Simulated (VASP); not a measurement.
Energy against volume of SrTe (rock salt). Computed with HSEsol screened hybrid, VASP's PBE PAW potentials (set 64) (plane waves; VASP 6.6.1).

```csv
V (Å³/atom),E (eV/atom)
34.595,-4.92785
35.735,-4.93669
36.876,-4.93657
38.016,-4.92888
39.157,-4.91476
```

Q: Fit a third-order Birch-Murnaghan equation of state.

A: 
```json
{
  "volume_per_atom": "36.28 Å³/atom",
  "bulk_modulus": "368 kbar",
  "pressure_derivative_of_the_bulk_modulus": "4.28",
  "lattice_constant_a": "6.621 Å"
}
```

Measured: bulk modulus 39.5 GPa (computed value off by -6.7 %), a 6.659 Å (computed value off by -0.6 %), as given by S. C. Rakesh Roshan et al., ACS Applied Energy Materials (2021), arXiv:2110.13857. The calculation is for a static lattice, while the measured bulk modulus, a hold thermal and zero-point effects, which are part of the difference.

The compound is SrTe in the rock salt structure. It was relaxed first. The cell's shape comes from a PBE relaxation.
